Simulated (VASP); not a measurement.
GaGe3: single point with PBEsol

GaGe3:

```xyz
4
Lattice="4.2785 0.0000 0.0000 0.0000 4.2785 0.0000 0.0000 0.0000 4.2785" Properties=species:S:1:pos:R:3 pbc="T T T"
Ga    0.0000    0.0000    0.0000
Ge    0.0000    2.1392    2.1392
Ge    2.1392    0.0000    2.1392
Ge    2.1392    2.1392    0.0000
```

The cell comes from a database or a generator and needn't be the stable form of this composition.

```json
{
  "Program": "VASP 6.6.1",
  "Task": "single point",
  "Functional": "PBEsol",
  "Potentials or basis": "VASP PAW PBE potentials, release 64 (Ga_d, Ge_d)",
  "Cutoff": "520 eV",
  "k mesh": "5 × 5 × 5",
  "Occupations": "methfessel-paxton, width 0.1 eV",
  "Spin": "no spin polarisation"
}
```

```json
{
  "Pressure": "-4.0 GPa",
  "Band gap on the k mesh": "none (metal or under the smearing width)"
}
```

Levels at points of the mesh, in eV from the Fermi level:
| k point | band 25 | band 26 | band 27 | band 28 | band 29 | band 30 |
| --- | --- | --- | --- | --- | --- | --- |
| (0.00, 0.00, 0.00) | -3.52 | -3.52 | -3.05 | 2.84 | 2.84 | 2.84 |

It took 18 s on 1 thread of Intel(R) Xeon(R) Platinum 8559C (Emerald Rapids), with other jobs on the host, peak memory 0.18 GiB.

Caveat: the PAW data sets were made with another functional, which shifts forces and pressure a little.
